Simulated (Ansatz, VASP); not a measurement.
# MgIF in VASP and in Ansatz

```
CELL_PARAMETERS angstrom
3.93327 0.00000 0.00000
0.00000 3.93327 0.00000
0.00000 0.00000 8.16840
ATOMIC_POSITIONS crystal
Mg 0.25000 0.25000 0.16392
Mg 0.75000 0.75000 0.83608
I 0.25000 0.25000 0.66297
I 0.75000 0.75000 0.33703
F 0.75000 0.25000 0.00000
F 0.25000 0.75000 0.00000
```

Alike in both runs: task single point; functional PBE; k mesh 7 × 7 × 3; no spin polarisation.

|  | VASP | Ansatz |
| --- | --- | --- |
| version | VASP 6.6.1 | Ansatz 0.2.0 |
| potentials or method | VASP PAW PBE potentials, release 64 (Mg, I, F) | PAW plane waves |
| plane-wave cutoff (eV) | 520 | 420 |
| occupations | fermi-dirac, width 0.1 eV | fermi-dirac |
| valence electrons in the cell | 32 | 68 |

|  | VASP | Ansatz | Ansatz less VASP |
| --- | --- | --- | --- |
| pressure (GPa) | -3.7 | -3.5 | +0.24 |
| largest component of the traceless stress (GPa) | 2.34 | 2.32 | -0.015 |
| rms of the force components (eV/Å) | 0.507 | 0.502 | -0.0054 |

Atom by atom the forces differ by 0.006 eV/Å (rms over components). The two sets of potentials don't hold the same shells in valence.

Caveats: spin-orbit coupling is left out, which moves the levels of the heavy elements; an odd mesh through Γ misses points on the zone boundary, where band edges often lie; forces of over 1 eV/Å show positions far from the minimum, so gaps and moduli don't describe the material at rest. Expect the measured gap to be larger: semilocal functionals such as PBE lack the derivative discontinuity.
